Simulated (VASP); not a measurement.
Input:

```
Ge
1.0
    0.00000     2.82900     2.82900
    2.82900     0.00000     2.82900
    2.82900     2.82900     0.00000
Ge
2
Direct
  0.00000   0.00000   0.00000
  0.25000   0.25000   0.25000
```

All values below come from rev-vdW-DF2, VASP's PBE PAW potentials (set 64) (plane waves; VASP). Run with 520 eV cut-off, 7×7×7 Γ-centred mesh, Gaussian smearing of 0.050 eV, potentials Ge_d.

Energy and stress use the plane-wave basis of the starting cell.

### Question
The ions, cell shape and volume are relaxed. Which structure does the run end with?

### Answer

```
Ge
1.0
    0.00000     2.86096     2.86096
    2.86096     0.00000     2.86096
    2.86096     2.86096     0.00000
Ge
2
Direct
  0.00000   0.00000   0.00000
  0.25000   0.25000   0.25000
```
Space group Fd-3m (227), at a tolerance of 0.03 Å.

### Question
How do energy and volume change from the first to the last step?

### Answer
The energy (σ→0) changes by -5.6 meV/atom and the volume by +3.4 %, in 5 ionic steps.

```csv
step,E(σ→0) (eV),max force (eV/Å),pressure (GPa),volume (Å³)
1,-3.0814,0.000,2.40,45.28
2,-3.0908,0.000,-0.87,47.54
3,-3.0926,0.000,-0.12,46.87
4,-3.0925,0.000,0.24,46.79
5,-3.0926,0.000,-0.01,46.83
```

The compound is Ge in the diamond structure. This run relaxes it. Symmetry was kept, so distortions that lower it aren't found.
